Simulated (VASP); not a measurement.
Set up this calculation in VASP 6.6.1, as the native input.

| Item | Value |
| --- | --- |
| Task | Born charges and dielectric tensor |
| Functional | LDA |
| Potentials or basis | VASP PAW LDA potentials, release 64 (Zr_sv, Pb_d, O) |
| Cutoff | 600 eV |
| k mesh | 6 × 6 × 6 |
| Occupations | gaussian, width 0.02 eV |
| Spin | no spin polarisation |
| Further INCAR settings | ALGO = Normal; EDIFF = 1e-08; IBRION = 8; NSW = 1 |

The structure of ZrPbO3 lies in POSCAR:

```
ZrPbO3
1.0
    4.1109300000      0.0000000000      0.0000000000
    0.0000000000      4.1109300000      0.0000000000
    0.0000000000      0.0000000000      4.1109300000
Zr Pb O
1 1 3
Direct
    0.0000000000      0.0000000000      0.0000000000
    0.5000000000      0.5000000000      0.5000000000
    0.5000000000      0.0000000000      0.0000000000
    0.0000000000      0.0000000000      0.5000000000
    0.0000000000      0.5000000000      0.0000000000
```

The cell is a database's computed one.

These files were run (other wordings do the same):

INCAR

```
PREC = Accurate
ENCUT = 600
EDIFF = 1E-8
ISMEAR = 0
SIGMA = 0.02
LREAL = False
LASPH = True
NELM = 100
ALGO = Normal
ISIF = 2
LWAVE = False
LCHARG = False
GGA = CA
LEPSILON = True
IBRION = 8
NSW = 1
```

KPOINTS

```
Automatic mesh
0
Gamma
  6 6 6
```

Potentials or basis: VASP PAW LDA potentials, release 64 (Zr_sv, Pb_d, O).

The run is started by

```sh
$ cat potpaw_LDA.64/Zr_sv/POTCAR potpaw_LDA.64/Pb_d/POTCAR potpaw_LDA.64/O/POTCAR > POTCAR
$ mpirun -np 1 vasp_std > vasp.out
```

Results of the run:

```
Band gap on the k mesh                                  : 2.34 eV, direct
Electronic dielectric tensor (diagonal)                 : 7.00
Born charges (mean of the diagonal)                     : Zr +5.92; Pb +3.93; O -3.28 e
Highest phonon frequency at Γ, LO-TO splitting left out : 582 cm⁻¹
Most unstable mode                                      : 143i cm⁻¹
```

Caveat: some modes are imaginary; spin-orbit coupling is left out, which as a rule narrows the gap of such compounds by several tenths of an eV.

It took 22 min on 1 thread of AMD EPYC 9R45 96-Core Processor (Zen 5), with other jobs on the host, peak memory 0.54 GiB.
